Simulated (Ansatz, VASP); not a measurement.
One structure in several programs: ScV₂Ga₄ (I4/mmm, 7 atoms in the cell)

Self-consistent single point.

```
CELL_PARAMETERS angstrom
     -3.22716     3.22716     2.57442
      3.22716    -3.22716     2.57442
      3.22716     3.22716    -2.57442
ATOMIC_POSITIONS crystal
  Sc 0.00000 0.00000 0.00000
  V  0.75000 0.25000 0.50000
  V  0.25000 0.75000 0.50000
  Ga 0.30087 0.30087 0.60174
  Ga 0.69913 0.69913 0.39826
  Ga 0.30087 0.69913 0.00000
  Ga 0.69913 0.30087 0.00000
```

Shared settings, as Ansatz (a program for electronic structure) writes them: kpoints.mp_grid.grid = 5 5 5; magnetization.spin_orbit = true; scf.occupations.method = gaussian; scf.occupations.width = 0.05 eV. Potentials and cutoffs stand in the table.

| code | model | pressure (GPa) | largest force (eV/Å) | cutoff |
|---|---|---|---|---|
| Ansatz | LDA (PW92) with spin-orbit coupling, PAW files made with PBE | -6.63 | 0.087 | default |
| VASP | LDA (PZ), spin-orbit coupling, VASP's LDA PAW potentials (set 64) | -6.52 | 0.087 | 300 eV |

The spread over the programs that give each value: pressure within 0.11 GPa; largest force within 0.000 eV/Å.

Ansatz's pressure is given at a fixed set of plane waves, as the other plane-wave codes print theirs; with its correction for the finite basis it is -6.57 GPa. The same LDA comes in different parametrisations, which differ slightly.

VASP's run is marked for a possible Pulay error in its stress at this cutoff; no cutoff test was made.

The starting cell comes from a database of computed structures (which also holds hypothetical and non-ambient phases and stackings), without a prior relaxation at this level.

Left out of this page: Elk and FLEUR (not drawn, or without a comparable value).

Keys are those of Ansatz 0.2.
